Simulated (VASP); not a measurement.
Data:

```yaml
crystal:
  lattice:
    - [0.00000, 2.89189, 2.89189]
    - [2.89189, 0.00000, 2.89189]
    - [2.89189, 2.89189, 0.00000]
  atoms:
    - { symbol: Ge, position: [0.00000, 0.00000, 0.00000] }
    - { symbol: Ge, position: [0.25000, 0.25000, 0.25000] }
```

All values below come from r2SCAN meta-GGA, VASP's PBE PAW potentials (set 64) (plane waves; VASP). Numerical set-up: 520 eV cut-off, 8×8×8 Γ-centred mesh, Gaussian smearing of 0.050 eV, potentials Ge_d.

Question: Estimate the energy per atom (σ→0), pressure, band gap (on the k-mesh) with the smallest direct gap where there is one.

Answer: 
| Quantity | Value |
|---|---|
| band gap (on the k-mesh) | none (metal, semimetal or under 0.01 eV) |
| energy per atom (σ→0) | -1336.6 kJ/mol of atoms |
| pressure | -3.45 GPa |

Total energies compare only between runs with the same potentials, cut-off and functional.

The compound is Ge in the diamond structure. This cell is one point of a volume scan, at 1.06 of the reference volume.
